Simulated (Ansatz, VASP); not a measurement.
Two plane-wave programs on CaCdC2N2

```
CELL_PARAMETERS angstrom
4.01970 0.00000 0.00000
1.78941 4.37011 0.00000
0.44915 2.21836 8.51433
ATOMIC_POSITIONS crystal
Ca 0.50000 0.00000 0.50000
Cd 0.00000 0.00000 0.00000
C 0.18593 0.62814 0.18593
C 0.81407 0.37186 0.81407
N 0.29465 0.41070 0.29465
N 0.70535 0.58930 0.70535
```

Alike in both runs: task single point; functional PBE; k mesh 6 × 4 × 2; occupations gaussian, width 0.1 eV; no spin polarisation.

|  | VASP | Ansatz |
| --- | --- | --- |
| version | VASP 6.6.1 | Ansatz 0.2.0 |
| potentials or method | VASP PAW PBE potentials, release 64 (Ca_sv, Cd, C, N) | scalar-relativistic, plane waves, PAW |
| plane-wave cutoff (eV) | 520 | 420 |
| valence electrons in the cell | 40 | 48 |

|  | VASP | Ansatz | Ansatz less VASP |
| --- | --- | --- | --- |
| gap on the k mesh at the Fermi level (eV) | none | none | - |
| pressure (GPa) | 3.6 | 3.1 | -0.56 |
| largest component of the traceless stress (GPa) | 6.34 | 5.47 | -0.869 |
| rms of the force components (eV/Å) | 0.493 | 0.371 | -0.1227 |

Atom by atom the forces differ by 0.132 eV/Å (rms over components). A gap of «none» marks a metal or a gap that the smearing closes. The two sets of potentials don't hold the same shells in valence.

Caveats: the k mesh is coarse (spacing up to 0.37 Å⁻¹), so the values aren't converged; the standard files for N, O and F lose accuracy on very short bonds; forces of over 1 eV/Å show positions far from the minimum, so gaps and moduli don't describe the material at rest.
